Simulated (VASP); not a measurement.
Here is the system:

```
CELL_PARAMETERS angstrom
     -1.89382     1.89382     4.80857
      1.89382    -1.89382     4.80857
      1.89382     1.89382    -4.80857
ATOMIC_POSITIONS crystal
  Ti 0.75000 0.25000 0.50000
  Ti 0.00000 0.00000 0.00000
  O  0.54250 0.04250 0.50000
  O  0.79250 0.79250 0.00000
  O  0.20750 0.20750 0.00000
  O  0.95750 0.45750 0.50000
```

These are PBE GGA with D4 dispersion, VASP's PBE PAW potentials (set 64) (plane waves; VASP) values and carry that method's errors. Numerical set-up: 520 eV cut-off, Gaussian smearing of 0.050 eV, potentials Ti_sv O.

Question: Give the energies of bands 14 to 27 at the high-symmetry points, in eV from the valence-band maximum.

Answer: 
```
band      Γ      X      P      N      M      S      R
----  -----  -----  -----  -----  -----  -----  -----
14    -3.80  -4.40  -4.29  -4.21  -3.72  -3.74  -4.57
15    -3.80  -4.19  -4.23  -3.68  -3.67  -3.73  -3.90
16    -3.43  -4.19  -4.23  -3.65  -3.67  -3.67  -3.90
17    -2.04  -3.75  -3.78  -3.39  -2.02  -2.94  -3.60
18    -2.04  -3.75  -3.78  -2.15  -2.02  -2.92  -3.60
19    -1.99  -2.63  -2.94  -2.05  -1.35  -2.20  -2.74
20    -0.80  -2.63  -2.94  -1.94  -1.35  -1.85  -2.74
21    -0.80  -2.04  -1.60  -1.94  -1.27  -1.20  -1.88
22    -0.80  -2.04  -1.60  -0.93  -1.27  -0.93  -1.88
23    -0.46  -0.05  -0.24  -0.86  -0.12  -0.88  -0.09
24    -0.46  -0.05  -0.24  -0.66  -0.12  -0.84  -0.09
25     2.10   3.26   3.50   3.20   2.43   3.18   3.23
26     2.79   3.26   3.50   3.49   2.43   3.43   3.23
27     3.96   3.74   3.52   3.52   3.71   3.51   3.68
```

The gap is indirect, 2.10 eV, from the valence maximum at Γ-X at 0.89 to the conduction minimum at Γ.

The compound is TiO2 in the anatase structure, one of several forms; rutile is the usual stable one. It was relaxed first.
